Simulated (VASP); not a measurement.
Calculation: PBE GGA, VASP's PBE PAW potentials (set 64) (plane waves; VASP).

A VASP calculation is set up with these files.

**POSCAR**
```
Te2Mo
1.0
  0.0000000000   3.3536250000   3.3536250000
  3.3536250000   0.0000000000   3.3536250000
  3.3536250000   3.3536250000   0.0000000000
Mo Te
1 2
Cartesian
  0.0000000000   0.0000000000   0.0000000000
  1.6768125000   1.6768125000   1.6768125000
  5.0304375000   5.0304375000   5.0304375000
```

### INCAR
```
# general
SYSTEM =Te2Mo
PREC   =Accurate
ENCUT  =400
LREAL  =.FALSE.
LASPH  =.TRUE.
NBANDS =15

# electronic loop
EDIFF  =1E-6
NELM   =100
ALGO   =Normal
LMAXMIX=4

# smearing
ISMEAR =0
SIGMA  =0.05

# functional
GGA    =PE

# ions
ISIF   =2

# output
LWAVE  =.FALSE.
LCHARG =.FALSE.
```

File KPOINTS:
```
Automatic mesh
0
Gamma
5 5 5
0 0 0
```

POTCAR, in this order: Mo_sv Te (PBE.64 set). Program: vasp_std.

What VASP printed:

File OSZICAR:
```
       N       E                     dE             d eps       ncg     rms          rms(c)
DAV:   1     0.112018481874E+03    0.11202E+03   -0.11402E+04   404   0.128E+03
DAV:   2    -0.119674388734E+02   -0.12399E+03   -0.12305E+03   377   0.274E+02
DAV:   3    -0.166530073475E+02   -0.46856E+01   -0.46294E+01   419   0.451E+01
DAV:   4    -0.167404053963E+02   -0.87398E-01   -0.86735E-01   384   0.631E+00
DAV:   5    -0.167420218029E+02   -0.16164E-02   -0.16137E-02   426   0.650E-01    0.120E+01
DAV:   6    -0.166236270151E+02    0.11839E+00   -0.38389E+00   377   0.112E+01    0.585E+00
DAV:   7    -0.164933634714E+02    0.13026E+00   -0.17850E+00   356   0.633E+00    0.422E+00
DAV:   8    -0.164595917403E+02    0.33772E-01   -0.18973E-01   349   0.350E+00    0.897E-01
DAV:   9    -0.164603648333E+02   -0.77309E-03   -0.60657E-03   403   0.475E-01    0.606E-01
DAV:  10    -0.164608445788E+02   -0.47975E-03   -0.49927E-03   389   0.507E-01    0.942E-02
DAV:  11    -0.164607130687E+02    0.13151E-03   -0.15375E-03   379   0.198E-01    0.194E-02
DAV:  12    -0.164607286286E+02   -0.15560E-04   -0.47417E-05   314   0.423E-02    0.183E-02
DAV:  13    -0.164607330715E+02   -0.44429E-05   -0.11024E-05   386   0.165E-02    0.771E-03
DAV:  14    -0.164607336362E+02   -0.56475E-06   -0.31715E-06   278   0.855E-03
   1 F= -.16460734E+02 E0= -.16456885E+02  d E =-.769795E-02
```

File OUTCAR:
```
------------------------ aborting loop because EDIFF is reached ----------------------------------------
  FORCE on cell =-STRESS in cart. coord.  units (eV):
  Direction    XX          YY          ZZ          XY          YZ          ZX
  --------------------------------------------------------------------------------------
  Total       -1.3737036     -1.3737036     -1.3737036     -0.0000000      0.0000000      0.0000000
  in kB      -29.1762935    -29.1762935    -29.1762935     -0.0000000      0.0000000      0.0000000
  external PRESSURE =     -29.1762935 kB  Pullay stress =       0.0000000 kB
  volume of cell :       75.44
      direct lattice vectors                 reciprocal lattice vectors
     0.000000000  3.353625000  3.353625000    -0.149092400  0.149092400  0.149092400
     3.353625000  0.000000000  3.353625000     0.149092400 -0.149092400  0.149092400
     3.353625000  3.353625000  0.000000000     0.149092400  0.149092400 -0.149092400
 POSITION                                       TOTAL-FORCE (eV/Angst)
 -----------------------------------------------------------------------------------
      0.00000      0.00000      0.00000         0.000000      0.000000      0.000000
      1.67681      1.67681      1.67681         0.000000      0.000000      0.000000
      5.03044      5.03044      5.03044        -0.000000     -0.000000     -0.000000
 -----------------------------------------------------------------------------------
    total drift:                                0.000000     -0.000000      0.000000
  FREE ENERGIE OF THE ION-ELECTRON SYSTEM (eV)
  ---------------------------------------------------
  free  energy   TOTEN  =       -16.4607336362 eV

  energy  without entropy=      -16.4530356816  energy(sigma->0) =      -16.45688466
```
(Selected blocks of OUTCAR.)

The structure was generated: Te2Mo was put into the fluorite type (Fm-3m), which need not be its known phase. The cell was not relaxed at this level. The k-mesh is coarse (spacing up to 0.32 per Å, 2π included), so the numbers may not be converged in it. The run is one of a series of settings (NBANDS = 15 against the base run), some of them coarse on purpose.
